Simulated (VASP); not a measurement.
Data:

```
TaZn3
1.0
    3.86865     0.00000     0.00000
    0.00000     3.86865     0.00000
    0.00000     0.00000     3.86865
Ta Zn
1 3
Direct
  0.00000   0.00000   0.00000
  0.00000   0.50000   0.50000
  0.50000   0.00000   0.50000
  0.50000   0.50000   0.00000
```

The numbers are results of PBEsol GGA, VASP's PBE PAW potentials (set 64) (plane waves; VASP 6.6.1), not measurements. Settings: 400 eV cut-off, 7×7×7 Γ-centred mesh, first-order Methfessel-Paxton smearing of 0.10 eV, potentials Ta_pv Zn.

Unless said otherwise, spin-orbit coupling is left out, though it shifts the bands of the heavy elements here.

Estimate the energy per atom (σ→0), band gap (on the k-mesh) with the smallest direct gap where there is one.

```yaml
band gap (on the k-mesh): none (metal, semimetal or under 0.01 eV)
energy per atom (σ→0): -4.411 eV/atom
```

The absolute energy has meaning only against runs of the same code, potentials and settings.

The structure comes from a computed database's TaZn3 entry (Pm-3m); how it stands against other phases isn't given here. It was relaxed first. The start is the result of an earlier pass. The electron count is odd and the run is not spin-polarised, which forces a metal.
